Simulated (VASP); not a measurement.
**Pt under biaxial strain in the (001) plane**

Wanted: the elastic response of Pt to biaxial strain in the (001) plane, with a fit that predicts a row left out.

Program: VASP 6.6.1. Level of theory: r2SCAN; plane waves and PAW (Pt), in the first sound run; inputs show where later runs differ. Results are calculated unless marked as measured.

Report form: the programs' logs are mostly left out.

## Step 1: Starting point

The structure is cubic, space group Fm-3m (No. 225). The conventional cell has a = 3.920 Å, b = 3.920 Å, c = 3.920 Å, α = 90.00°, β = 90.00°, γ = 90.00°. Nearest to Pt lie 12 Pt at 2.77 Å.

## Step 2: Relax the crystal, r2SCAN

The series starts from the cell that this level prefers, so that zero strain is near zero stress.

This step took 2 runs in a row; the last is shown.

Level: r2SCAN; plane waves and PAW (Pt).

INCAR

```
SYSTEM = Pt
PREC = Accurate
ENCUT = 450
EDIFF = 1E-07
NELM = 120
ISMEAR = 1
SIGMA = 0.15
LREAL = .FALSE.
ALGO = Normal
METAGGA = R2SCAN
LASPH = .TRUE.
NBANDS = 11
LORBIT = 11
LWAVE = .FALSE.
LCHARG = .FALSE.
KPAR = 8
IBRION = 2
NSW = 40
ISIF = 3
EDIFFG = -0.005
POTIM = 0.4
```

POSCAR

```
Pt
1.0
    0.0000000000      1.9718277347      1.9718277347
    1.9718277347      0.0000000000      1.9718277347
    1.9718277347      1.9718277347      0.0000000000
Pt
1
Direct
    0.0000000000      0.0000000000      0.0000000000
```

KPOINTS

```
Automatic mesh
0
Gamma
26 26 26
0 0 0
```

Potentials, in the order of the species: Pt (PBE family, release 64).

Launch:

```sh
mpirun -np 8 vasp_std
```

Run time: 26 s. Hardware: 8 MPI ranks of Intel Xeon 6975P-C (Granite Rapids), shared host; peak memory 1.4 GiB; 2.7 min of CPU time.

Read from the output:

- energy(sigma→0) of the program: -51.4997 eV
- stress, compression positive: xx, yy, zz -0.04, -0.04, -0.04 GPa
- volume: 15.333 Å³
- ionic steps: 1

## Step 3: Strain along the normal, r2SCAN

One member in full: the plane is strained by -0.5 %, and the strain along the normal is moved by secant steps until the normal stress is under 0.012 GPa or five steps are spent; the atoms relax at each step.

This step took 3 runs, each at a new trial strain with the atoms of the one before; the last is shown.

Level: r2SCAN; plane waves and PAW (Pt).

INCAR, as its differences from that of step 2:

```diff
@@ -15,7 +15,7 @@
 LCHARG = .FALSE.
-KPAR = 8
-IBRION = 2
-NSW = 40
-ISIF = 3
-EDIFFG = -0.005
-POTIM = 0.4
+KPAR = 2
+IBRION = 1
+NSW = 25
+ISIF = 2
+EDIFFG = -0.004
+POTIM = 0.3
```

POSCAR

```
Pt
1.0
    0.0000000000      1.9619685960      1.9862218220
    1.9619685960      0.0000000000      1.9862218220
    1.9619685960      1.9619685960      0.0000000000
Pt
1
Direct
    0.0000000000      0.0000000000      0.0000000000
```

KPOINTS is that of step 2.

Launch:

```sh
mpirun -np 2 vasp_std
```

The job ended after 2.3 min (2 MPI ranks; peak memory 0.54 GiB).

Numbers from this step:

* energy(sigma→0) of the program: -51.4992 eV
* stress, compression positive: xx, yy, zz 1.12, 1.12, 0.00 GPa
* ionic steps: 1

## Step 4: The whole series

The other members went through these steps as far as the tables show, with the same cutoff and, step by step, the same mesh; 27 runs are not shown. The session took 2.3 core hours (wall time by ranks) on a shared machine.

```tsv
in-plane strain (%)	strain along the normal (%)	in-plane stress, tension positive (GPa)	energy above the unstrained row, extrapolated to no smearing (meV/atom)
-2.000	2.916	-5.357	9.311
-1.500	2.188	?	?
-1.000	1.462	-2.394	2.123
-0.500	0.730	-1.120	0.497
0	-0.012	0.011	0.000
0.500	-0.758	0.995	0.486
1.000	-1.512	1.846	1.804
1.500	-2.273	2.567	3.848
2.000	-3.046	3.150	6.504
```

## Step 5: A fit to the known rows

A least-squares parabola through the 8 rows shown, with e the strain in %: stress = − 0.2778 e² + 2.125 e + 0.006625 (GPa), r.m.s. residual 0.0045 GPa.

At e = -1.5 this predicts -3.805 GPa.

## Step 6: Checking the prediction

The calculation gives -3.813 GPa, so the prediction is 0.008 GPa too high, within twice the residual of the fit.

Slopes at zero strain, from cubics through all rows: strain ratio -1.485, stress over strain 212 GPa.

## Step 7: What came out

- error of the predicted stress: 0.008 GPa
- ratio of normal to in-plane strain: -1.485
- biaxial modulus: 212 GPa

**Reading.** As a check, the curvature of the energy gives 204 GPa for the same modulus (energy per volume = M × strain²), 4 % from the slope of the stress; these energies are extrapolated to no smearing, while the stress belongs to the free energy, so part of the difference may come from that. These are static values: temperature and zero-point motion are left out. In a metal the slopes also depend on mesh and smearing, which were held through the series.

[Lines on the potential files, build, host, timing and source positions are cut from VASP's logs without a mark.]

[Logs are printed without paths, hosts, clocks, repeated set-up lines and the standing remarks that a program may print on its own settings, such as how far it seeks lower states.]

[Hosts, paths, dates, database ids (printed as entryN), source tags and the programs' standing remarks are cut or masked in the printed files.]

[In band tables of VASP the shares of atoms and orbitals are scaled to a sum of 1 inside the atoms' spheres.]
